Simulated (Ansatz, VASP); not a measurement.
# Cross-check of ZrSnSe2S2 between VASP and Ansatz

Wanted: the spread between two codes on one cell, functional and k mesh. The cell is taken from a series of runs on this material, whose earlier steps may have relaxed, scaled, displaced or heated it; both programs get it as it stands.

Method: plane waves, with VASP 6.6.1 beside it; single point at PBEsol and single point at PBEsol, spin-orbit coupling, in Ansatz 0.2.0.

## Step 1: Starting point

The cell holds 6 atoms: 1 Sn, 2 S, 2 Se and 1 Zr. Its edges and angles: a = 3.675 Å, b = 3.675 Å, c = 40.900 Å, α = 90.0°, β = 90.0°, γ = 120.0°. Vacuum lies along c.

## Step 2: VASP: single point, PBEsol, pair 1

A single point gives forces, pressure and levels at one fixed geometry, so differences don't come from the geometry; what else differs is listed under the comparison.

Lines of VASP's logs that name or quote its potential files are left out, and so is its time.

Input file INCAR:

```
SYSTEM = ZrSnSe2S2
PREC = Accurate
ENCUT = 400
EDIFF = 1E-06
NELM = 120
ISMEAR = 0
SIGMA = 0.01
LREAL = .FALSE.
ALGO = Normal
GGA = PS
NBANDS = 31
LASPH = .TRUE.
LORBIT = 11
LWAVE = .FALSE.
LCHARG = .FALSE.
ISIF = 2
LDIPOL = .TRUE.
IDIPOL = 3
DIPOL = 0.5 0.5 0.501
LVHAR = .TRUE.
GGA_COMPAT = .FALSE.
EFERMI = MIDGAP
NELMDL = -8
KPAR = 2
```

Input file POSCAR:

```
ZrSnSe2S2
1.0
    3.6752749724      0.0000000000      0.0000000000
   -1.8376374862      3.1828814920      0.0000000000
    0.0000000000      0.0000000000     40.9000000000
Sn S Se Zr
1 2 2 1
Direct
    0.0000000000      0.0000000000      0.4313077583
    0.3333333333      0.6666666667      0.4671975834
    0.6666666667      0.3333333333      0.6081979989
    0.6666666667      0.3333333333      0.3918020011
    0.0000000000      0.0000000000      0.5344260935
    0.3333333333      0.6666666667      0.5742667218
```

Input file KPOINTS:

```
Automatic mesh
0
Gamma
9 9 1
0 0 0
```

The projector-augmented-wave data sets are Sn_d, S, Se and Zr_sv (PBE family, release 64).

Started as:

```
$ mpirun -np 2 vasp_std
```

Numbers of over 12 decimals in the logs are rounded to 6 here.

Output:

```text
[banner, memory and clock lines left out]
running    2 mpi-ranks, on    1 nodes
 distrk:  each k-point on    1 cores,    2 groups
 distr:  one band on    1 cores,    1 groups

 POSCAR found type information on POSCAR SnS SeZr
 POSCAR found :  4 types and       6 ions
|                                                                             |
|               ----> ADVICE to this user running VASP <----                  |
|                                                                             |
|     You enforced a specific xc type in the INCAR file but a different       |
|     [... a line on the potential file left out ...]
|     I HOPE YOU KNOW WHAT YOU ARE DOING!                                     |
|                                                                             |

 LDA part: xc-table for (Slater+PW92), standard interpolation
 POSCAR, INCAR and KPOINTS ok, starting setup
 FFT: planning ... GRIDC
 FFT: planning ... GRID_SOFT
 FFT: planning ... GRID
 WAVECAR not read
 entering main loop
       N       E                     dE             d eps       ncg     rms          rms(c)
DAV:   1     0.442033754322E+03    0.44203E+03   -0.18429E+04   856   0.106E+03
DAV:   2     0.187600176363E+02   -0.42327E+03   -0.41609E+03  1029   0.285E+02
DAV:   3    -0.334853966143E+02   -0.52245E+02   -0.51849E+02  1012   0.117E+02
DAV:   4    -0.370841479774E+02   -0.35988E+01   -0.35878E+01  1272   0.266E+01
DAV:   5    -0.372728619213E+02   -0.18871E+00   -0.18866E+00  1115   0.391E+00
DAV:   6    -0.372762782401E+02   -0.34163E-02   -0.34159E-02  1144   0.692E-01
DAV:   7    -0.372763914074E+02   -0.11317E-03   -0.11317E-03  1114   0.124E-01
DAV:   8    -0.372763993114E+02   -0.79040E-05   -0.79040E-05  1272   0.268E-02    0.174E+01
DAV:   9    -0.352835157976E+02    0.19929E+01   -0.56823E+00   863   0.137E+01    0.843E+00
DAV:  10    -0.351709266571E+02    0.11259E+00   -0.98417E-01  1095   0.497E+00    0.276E+00
DAV:  11    -0.351714042587E+02   -0.47760E-03   -0.13418E-01   960   0.194E+00    0.113E+00
DAV:  12    -0.351693070740E+02    0.20972E-02   -0.19216E-02  1048   0.870E-01    0.436E-01
DAV:  13    -0.351687563875E+02    0.55069E-03   -0.37967E-03  1105   0.296E-01    0.228E-01
DAV:  14    -0.351685356659E+02    0.22072E-03   -0.97209E-04   936   0.157E-01    0.635E-02
[...]
DAV:  21    -0.351688712573E+02   -0.64327E-04   -0.49682E-06   773   0.673E-03    0.190E-03
DAV:  22    -0.351688966095E+02   -0.25352E-04   -0.51065E-07   657   0.273E-03    0.182E-03
DAV:  23    -0.351689316219E+02   -0.35012E-04   -0.63643E-07   646   0.237E-03    0.752E-04
DAV:  24    -0.351689399403E+02   -0.83184E-05   -0.35735E-07   643   0.158E-03    0.789E-04
DAV:  25    -0.351689505812E+02   -0.10641E-04   -0.22287E-07   591   0.155E-03    0.398E-04
DAV:  26    -0.351689539888E+02   -0.34076E-05   -0.98121E-08   582   0.945E-04    0.478E-04
DAV:  27    -0.351689552005E+02   -0.12117E-05   -0.33375E-08   568   0.719E-04    0.151E-04
DAV:  28    -0.351689560456E+02   -0.84503E-06   -0.25520E-08   547   0.551E-04
   1 F= -.35168956E+02 E0= -.35168956E+02  d E =0.000000E+00
```

Parts of OUTCAR (step 2):

```text
ion  position               nearest neighbor table
   1  0.000  0.000  0.431-   2 2.58   2 2.58   2 2.58   4 2.67   4 2.67   4 2.67
   2  0.333  0.667  0.467-   1 2.58   1 2.58   1 2.58
   3  0.667  0.333  0.608-   6 2.54   6 2.54   6 2.54
   4  0.667  0.333  0.392-   1 2.67   1 2.67   1 2.67
   5  0.000  0.000  0.534-   6 2.68   6 2.68   6 2.68
   6  0.333  0.667  0.574-   3 2.54   3 2.54   3 2.54   5 2.68   5 2.68   5 2.68

  LATTYP: Found a hexagonal cell.
 ALAT       =     3.6752749724
 C/A-ratio  =    11.1284190454

 Subroutine GETGRP returns: Found  6 space group operations
 (whereof  6 operations were pure point group operations)

The static configuration has the point symmetry C_3v.

 Found     12 irreducible k-points:

   k-points           NKPTS =     12   k-points in BZ     NKDIM =     12   number of bands    NBANDS=     31

   dimension x,y,z NGX =    24 NGY =   24 NGZ =  270
   dimension x,y,z NGXF=    48 NGYF=   48 NGZF=  540

   ENCUT  =  400.0 eV  29.40 Ry    5.42 a.u.   5.99  5.99 66.70*2*pi/ulx,y,z

   NELECT =      50.0000    total number of electrons

 k-points in reciprocal lattice and weights: Automatic mesh
   0.00000000  0.00000000  0.00000000       0.012
   0.11111111 -0.00000000  0.00000000       0.074
   0.22222222  0.00000000  0.00000000       0.074
   0.33333333  0.00000000  0.00000000       0.074
   0.44444444  0.00000000  0.00000000       0.074
   0.11111111  0.11111111  0.00000000       0.074
   0.22222222  0.11111111  0.00000000       0.148
   0.33333333  0.11111111  0.00000000       0.148
   0.44444444  0.11111111  0.00000000       0.074
   0.22222222  0.22222222  0.00000000       0.074
   0.33333333  0.22222222  0.00000000       0.148
   0.33333333  0.33333333  0.00000000       0.025

 dipolmoment           0.000000      0.000000      0.006573 electrons x Angstroem

 average (electrostatic) potential at core
       1-109.3494       2 -93.7568       3 -93.5224       4 -60.0652       5 -59.8100
       6 -86.3929

 E-fermi :  -2.3407

 k-point     1 :       0.0000    0.0000    0.0000
  band No.  band energies     occupation
    ...
     21      -3.3000      2.00000
     22      -2.8041      2.00000
     23      -2.8041      2.00000
     24      -2.5889      2.00000
     25      -2.5889      2.00000
     26      -1.3654      0.00000
     27      -1.3654      0.00000
     28      -0.9143      0.00000
     29      -0.3914      0.00000
     30       0.4741      0.00000
    ...

 k-point     2 :       0.1111   -0.0000    0.0000
  band No.  band energies     occupation
    ...
     21      -3.6651      2.00000
     22      -3.4539      2.00000
     23      -3.0577      2.00000
     24      -3.0015      2.00000
     25      -2.8368      2.00000
     26      -1.2974      0.00000
     27      -0.9041      0.00000
     28      -0.5231      0.00000
     29      -0.1344      0.00000
     30       1.1202      0.00000
    ...

 k-point     3 :       0.2222    0.0000    0.0000
  band No.  band energies     occupation
    ...
     21      -4.6593      2.00000
     22      -4.0131      2.00000
     23      -3.4832      2.00000
     24      -3.1337      2.00000
     25      -3.0038      2.00000
     26      -1.5355      0.00000
     27      -0.6510      0.00000
     28      -0.2739      0.00000
     29       0.0977      0.00000
     30       1.3197      0.00000
    ...

  Total        1.5604733      1.5604733      1.2953442      0.0000000      0.0000000      0.0000000
  in kB        5.2255658      5.2255658      4.3377263      0.0000000      0.0000000      0.0000000
  external PRESSURE =       4.9296193 kB  Pullay stress =       0.0000000 kB

  energy-cutoff  :      400.00
  volume of cell :      478.45
      direct lattice vectors                 reciprocal lattice vectors
     3.675274972  0.000000000  0.000000000     0.272088485  0.157090360  0.000000000
    -1.837637486  3.182881492  0.000000000     0.000000000  0.314180720  0.000000000
     0.000000000  0.000000000 40.900000000     0.000000000  0.000000000  0.024449878

 POSITION                                       TOTAL-FORCE (eV/Angst)
 -----------------------------------------------------------------------------------
      0.00000      0.00000     17.64049         0.000000      0.000000     -0.055840
     -0.00000      2.12192     19.10838        -0.000000      0.000000     -0.022518
      1.83764      1.06096     24.87530         0.000000      0.000000      0.088365
      1.83764      1.06096     16.02470        -0.000000      0.000000     -0.107376
      0.00000      0.00000     21.85803         0.000000     -0.000000     -0.011239
     -0.00000      2.12192     23.48751        -0.000000      0.000000      0.108608
 -----------------------------------------------------------------------------------
    total drift:                               -0.000000     -0.000000     -0.000208

  FREE ENERGIE OF THE ION-ELECTRON SYSTEM (eV)
  ---------------------------------------------------
  free  energy   TOTEN  =       -35.1689560456 eV

  energy  without entropy=      -35.1689560456  energy(sigma->0) =      -35.16895605

 vacuum level on the upper side and lower side of the slab         3.170         3.068

 total charge
# of ion       s       p       d       tot
------------------------------------------
    1        1.040   1.067  10.136  12.242
    2        1.363   2.303   0.000   3.666
    3        1.338   2.406   0.000   3.744
    4        1.485   2.329   0.030   3.845
    5        1.469   2.388   0.032   3.889
    6        2.176   6.018   1.499   9.693
--------------------------------------------------
tot          8.871  16.512  11.697  37.080

[... 3 further parts left out ...]
```

## Step 3: Ansatz: single point, PBEsol, pair 1

Ansatz runs on its PAW soft_1 files.

The same cell, functional and mesh now go to Ansatz, which takes its cutoff from its data sets.

Input file input.yaml:

```yaml
crystal:
  lattice:
    - [3.6752749724, 0.0, 0.0]
    - [-1.8376374862, 3.182881492, 0.0]
    - [0.0, 0.0, 40.9]
  atoms:
    - { symbol: Sn, position: [0.0, 0.0, 0.4313077583] }
    - { symbol: S, position: [0.3333333333, 0.6666666667, 0.4671975834] }
    - { symbol: Se, position: [0.6666666667, 0.3333333333, 0.3918020011] }
    - { symbol: Zr, position: [0.3333333333, 0.6666666667, 0.5742667218] }
    - { symbol: S, position: [0.6666666667, 0.3333333333, 0.6081979989] }
    - { symbol: Se, position: [0.0, 0.0, 0.5344260935] }
  periodic: [true, true, false]
kpoints:
  mp_grid: { grid: [9, 9, 1] }
hamiltonian:
  xc: pbesol
  pseudopotentials: { kind: paw, azcp: { folder: soft_1 }, xc_functional: pbe }
scf:
  occupations: { method: fixed }
  n_extra_bands: 6
output:
  eigenvalues: true
  band_densities: [{ e_range: [-0.08, 0] }, { e_range: [0.4, 0.53] }]
  volumetric_format: npy
```

Started as:

```
$ ansatz run input.yaml --threads 4 --pin off --max-ram 17510MiB --backend cpu --events-out ev --progress --plain --runs-dir out
```

Output:

```text
scf.n_extra_bands = 6 over 35 filled bands (N_el = 70.0): the run solves 41 bands
Engine: ansatz 0.2.0, aarch64-unknown-linux-gnu
Pseudopotentials: kind: paw
Pseudopotential: Sn, paw, valence charge 14, recommended cutoff 420 eV (normal), soft_1/Sn.paw.azcp
Pseudopotential: S, paw, valence charge 6, recommended cutoff 420 eV (normal), soft_1/S.paw.azcp
Pseudopotential: Se, paw, valence charge 16, recommended cutoff 420 eV (normal), soft_1/Se.paw.azcp
Pseudopotential: Zr, paw, valence charge 12, recommended cutoff 420 eV (normal), soft_1/Zr.paw.azcp
Functional definition: PBEsol
  exchange = pbesol_x
  correlation = pbesol_c
Crystal: 6 atoms, lattice volume = 478.447 Å³
Basis set: ecut = 420 eV, 9353 PW (Γ)
Bands: 41, of which v1, the nominal top of the filled ones, is band 35 counted from 1 (34 counted from 0)
Symmetry: 6 space group operations
Space group: P3m1 (ITA 156), of the structure as read, at distance tolerance 7.8e-5 Å
k-points: 12 of 81 (time reversal used)
Non-local potential: Sn, projectors of the file, l = 0: 2, l = 1: 2, l = 2: 2, l = 3: 1
Non-local potential: S, projectors of the file, l = 0: 2, l = 1: 2, l = 2: 1
Non-local potential: Se, projectors of the file, l = 0: 2, l = 1: 2, l = 2: 3, l = 3: 1
Non-local potential: Zr, projectors of the file, l = 0: 3, l = 1: 2, l = 2: 2, l = 3: 1
PAW form: soft (Blöchl's): semilocal exchange-correlation on the pseudo side does not see the compensation charge
PAW frozen core: Sn, regenerated for the run's functional, and the local potential with it (the file was generated under x = pbe(κ = 0.804, μ = 0.219515), c = pbe(β = 0.066725))
PAW frozen core: S, regenerated for the run's functional, and the local potential with it (the file was generated under x = pbe(κ = 0.804, μ = 0.219515), c = pbe(β = 0.066725))
PAW frozen core: Se, regenerated for the run's functional, and the local potential with it (the file was generated under x = pbe(κ = 0.804, μ = 0.219515), c = pbe(β = 0.066725))
PAW frozen core: Zr, regenerated for the run's functional, and the local potential with it (the file was generated under x = pbe(κ = 0.804, μ = 0.219515), c = pbe(β = 0.066725))
PAW one-centre angular grid: Sn, 590 points (default); XC on 64 Gauss nodes
PAW one-centre angular grid: S, 110 points (default); XC on 64 Gauss nodes
PAW one-centre angular grid: Se, 590 points (default); XC on 64 Gauss nodes
PAW one-centre angular grid: Zr, 590 points (default); XC on 64 Gauss nodes
Initial wavefunctions: pseudopotential atomic-orbital guess
Functional: x = pbesol(κ = 0.804, μ = 0.123457), c = pbesol(β = 0.046)
SCF iter   1: F=—  HF=-22703.110939 eV  |F-HF|=—  |Δ(HF+E_count)|=         —  Δρ=2.08e-2  dr2=3.23e0  ethr=3.10e-3  ⟨swp⟩=6.8  Hψ=2173  notcnv=0  defer=48
preconditioner: auto → Resta (q_TF=auto, 1.980 Å⁻¹)  ε∞=1.9  [insulator: Δε(μ)=0.452 eV  Ē_g=11.766 eV  n_scr=42 (ndim 8)  ℏωp=11.0 eV  f_vac=0.693  ε∞_Penn≈1.9  vacuum switching on, ρ_ref=1.0e-2 e/Å³]
SCF iter   2: F=—  HF=-22702.206315 eV  |F-HF|=—  |Δ(HF+E_count)|=   9.05e-1  Δρ=8.79e-3  dr2=6.81e-1  ethr=3.10e-3  ⟨swp⟩=4.6  Hψ=1152  notcnv=0  defer=46
SCF iter   3: F=—  HF=-22702.243020 eV  |F-HF|=—  |Δ(HF+E_count)|=   3.67e-2  Δρ=5.93e-3  dr2=1.34e0  ethr=9.73e-4  ⟨swp⟩=4.4  Hψ=967  notcnv=0  defer=48
SCF iter   4: F=—  HF=-22702.128786 eV  |F-HF|=—  |Δ(HF+E_count)|=   1.14e-1  Δρ=3.44e-3  dr2=1.64e-1  ethr=9.73e-4  ⟨swp⟩=4.0  Hψ=832  notcnv=0  defer=46
SCF iter   5: F=—  HF=-22702.114752 eV  |F-HF|=—  |Δ(HF+E_count)|=   1.40e-2  Δρ=1.64e-3  dr2=1.57e-2  ethr=2.34e-4  ⟨swp⟩=2.8  Hψ=806  notcnv=0  defer=48
SCF iter   6: F=—  HF=-22702.114902 eV  |F-HF|=—  |Δ(HF+E_count)|=   1.50e-4  Δρ=6.46e-4  dr2=1.15e-2  ethr=2.24e-5  ⟨swp⟩=4.2  Hψ=909  notcnv=0  defer=48
SCF iter   7: F=—  HF=-22702.113926 eV  |F-HF|=—  |Δ(HF+E_count)|=   9.76e-4  Δρ=2.05e-4  dr2=1.55e-4  ethr=1.64e-5  ⟨swp⟩=3.1  Hψ=605  notcnv=0  defer=48
SCF iter   8: F=—  HF=-22702.114058 eV  |F-HF|=—  |Δ(HF+E_count)|=   1.32e-4  Δρ=1.29e-4  dr2=5.66e-5  ethr=2.22e-7  ⟨swp⟩=3.2  Hψ=1031  notcnv=0  defer=48
SCF iter   9: F=—  HF=-22702.114229 eV  |F-HF|=—  |Δ(HF+E_count)|=   1.72e-4  Δρ=5.24e-5  dr2=3.71e-5  ethr=8.08e-8  ⟨swp⟩=3.0  Hψ=1065  notcnv=0  defer=47
SCF iter  10: F=—  HF=-22702.114225 eV  |F-HF|=—  |Δ(HF+E_count)|=   4.81e-6  Δρ=1.65e-5  dr2=3.08e-6  ethr=5.30e-8  ⟨swp⟩=3.3  Hψ=889  notcnv=0  defer=46
SCF iter  11: F=—  HF=-22702.114225 eV  |F-HF|=—  |Δ(HF+E_count)|=   1.40e-7  Δρ=4.33e-6  dr2=3.38e-7  ethr=4.40e-9  ⟨swp⟩=3.2  Hψ=1059  notcnv=0  defer=46
SCF iter  12: F=-22702.114225 eV  HF=-22702.114224 eV  |F-HF|=5.16e-9  |Δ(HF+E_count)|=   2.97e-8  Δρ=1.84e-6  dr2=2.16e-8  ethr=1.43e-10  ⟨swp⟩=23.4  Hψ=3031  notcnv=0
SCF 1 converged in 12 iterations: F = -22702.114225 eV  dr2 = 2.16e-8
  greatest PAW one-centre occupation: 1.000 electrons in one spin orbital (limit 2), on the Se atom at site 2 (counted from 0), in its partial waves of l = 2
SCF converged after 12 iterations
Free energy (F): -22702.114225 eV
Harris-Foulkes:  -22702.114224 eV  (|F-HF|=5.16e-9)
Internal energy: -22702.114225 eV  (E = F + TS)
E sigma→0 (E₀):  -22702.114225 eV
Fermi energy:    -5.707827 eV
--- Per-component energies (eV) ---
  E_band       = -1979.129601
  E_kinetic    = 919.275171
  E_local      = -257927.804994  (includes V_loc(G=0)·N_el)
  E_nonlocal   = -414.380245
  E_hartree    = 128436.404858
  E_xc         = -624.177539
  E_vxc        = -609.531807  (∫ρ·V_xc dr)
  E_paw        = -12564.726071  (= ΣΔE_a)
  E_vpaw       = -819.489130  (= ΣTr[D̂ρ^β])
  E_aug_tail   = -0.000484  (compensation charges beyond the density's cutoff)
  E_ewald      = 119470.703716
  E_core_change = 2.591363  (= ΣΔE_core)
  E_smearing   = -0.000000  (= −TS)
  E_closure    = -0.000000  (closes the sum)
  Σ components = -22702.114225   (vs F -22702.114225, Δ=0.00e0)
--- Band table (eV; the first three rows and the last of 12) ---
  k-point 0: bands = [... 31 lower, -5.9365, -5.9365, -5.7078, -5.7078, -4.4849, -4.4849, -4.0464, -3.5170, ... 2 higher]
  k-point 1: bands = [... 31 lower, -6.5724, -6.1791, -6.1212, -5.9671, -4.4168, -4.0244, -3.6530, -3.2607, ... 2 higher]
  k-point 2: bands = [... 31 lower, -7.1358, -6.6013, -6.2541, -6.1342, -4.6536, -3.7826, -3.3951, -3.0229, ... 2 higher]
  k-point 11: bands = [... 31 lower, -7.9720, -7.8510, -7.0386, -6.9478, -4.0371, -3.6978, -3.1062, -2.9706, ... 2 higher]
--- Band densities, each state counted as filled ---
  window                                       electrons  max residual (eV)  cut levels
  e_range: [-0.08, 0]                           0.049383             3.7e-5           0
  e_range: [0.4, 0.53]                          0.148148             2.7e-4           0
```

In the SCF lines HF is the Harris–Foulkes energy and dr2 the Hartree energy of the density residual, in eV; the loop may stop once dr2 is under the threshold and the program's other checks hold. Hψ counts applications of the Hamiltonian.

## Step 4: Differences

Known differences besides the potentials themselves: fixed occupations in Ansatz, narrow Gaussian smearing in VASP; Ansatz cuts the interaction across the vacuum, VASP repeats the sheet with a dipole correction; the data sets hold 70 valence electrons in Ansatz (on its PAW soft_1 files) and 50 in VASP; the cutoff is 420 eV in Ansatz and 400 eV in VASP; Ansatz makes its cores anew for this functional, VASP keeps those of its PBE data sets. Total energies have different zeros and are not compared.

The two programs side by side:

```csv
quantity,Ansatz,VASP,difference
gap on the k mesh (eV),0.495,0.496,-0.001
```

A gap on the mesh is an upper bound, since the band edges may lie between its points. With vacuum in the cell, a pressure given here is an average over mostly empty space and none of the material.

## Step 5: Ansatz: single point, PBEsol, pair 2

With cell and atoms fixed, the geometry can't cause a difference; cores, projectors, grids and the points listed under the comparison can.

The cell is taken from a series of runs on this material, whose earlier steps may have relaxed, scaled, displaced or heated it; both programs get it as it stands.

input.yaml, the sections that differ from step 3:

```yaml
kpoints:
  mp_grid: { grid: [6, 6, 1] }
  band_path:
    path:
      - [0, 0, 0]
      - [0.5, 0, 0]
      - [0.3333333333333, 0.3333333333333, 0]
      - [0, 0, 0]
    npoints: 10
scf:
  occupations: { method: fermi_dirac, width: 0.02 }
  n_extra_bands: 6
output:
  eigenvalues: true
  write_density: true
  write_potential: true
  elf: true
  volumetric_format: npy
# crystal, hamiltonian: as in step 3
```

Output:

```text
[...]
Crystal: 6 atoms, lattice volume = 478.447 Å³
Basis set: ecut = 420 eV, 9353 PW (Γ)
Bands: 41, of which v1, the nominal top of the filled ones, is band 35 counted from 1 (34 counted from 0)
Symmetry: 6 space group operations
[...]
k-points: 7 of 36 (time reversal used)
[...]
--- Band table (eV; the first three rows and the last of 7) ---
  k-point 0: bands = [... 31 lower, -5.9238, -5.9238, -5.6999, -5.6999, -4.4913, -4.4913, -4.0425, -3.5180, ... 2 higher]
  k-point 1: bands = [... 31 lower, -7.0864, -6.3800, -6.1397, -6.0303, -4.5128, -3.6914, -3.5371, -3.1662, ... 2 higher]
  k-point 2: bands = [... 31 lower, -7.0713, -6.7997, -6.7128, -6.3074, -4.9732, -4.4995, -3.0030, -2.7335, ... 2 higher]
  k-point 6: bands = [... 31 lower, -7.9663, -7.8447, -7.0283, -6.9387, -4.0294, -3.7054, -3.1084, -2.9737, ... 2 higher]
[key lines of the parts left out:]
SCF converged after 13 iterations
Free energy (F): -22702.086269 eV
Fermi energy:    -5.479413 eV
```

(Continued in part 2 of 2.)

[Lines on the potential files, build, host, timing and source positions are cut from VASP's logs without a mark.]

[Logs are printed without paths, hosts, clocks, repeated set-up lines and the standing remarks that a program may print on its own settings, such as how far it seeks lower states.]

[Hosts, paths, dates, database ids (printed as entryN), source tags and the programs' standing remarks are cut or masked in the printed files.]
